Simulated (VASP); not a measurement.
Here is the system:

```xyz
4
Lattice="4.3471 0.0000 0.0000 -2.1735 3.7647 0.0000 0.0000 0.0000 7.1195" Properties=species:S:1:pos:R:3 pbc="T T T"
Y      2.1735     1.2549     0.0000
Y      0.0000     2.5098     3.5598
P      2.1735     1.2549     4.4511
P      0.0000     2.5098     0.8914
```

Level of theory: PBE GGA, VASP's PBE PAW potentials (set 64) (plane waves; VASP). Settings: 400 eV cut-off, 5×5×3 Γ-centred mesh, Gaussian smearing of 0.050 eV, potentials Y_sv P.

### Question
Give the force on each atom (eV/Å).

### Answer

```tsv
atom	Fx	Fy	Fz
Y1	0.000	0.000	0.159
Y2	0.000	0.000	0.159
P3	0.000	0.000	-0.159
P4	0.000	0.000	-0.159
```

### Question
Give the stress tensor in GPa (positive for a compressed cell).

### Answer

```
4.38  0.00  0.00
0.00  4.38  0.00
0.00  0.00  1.95
```
The pressure is its mean diagonal, 3.57 GPa.

The structure was generated: YP was put into the wurtzite type (P6_3mc), which need not be its known phase. The cell was not relaxed at this level.
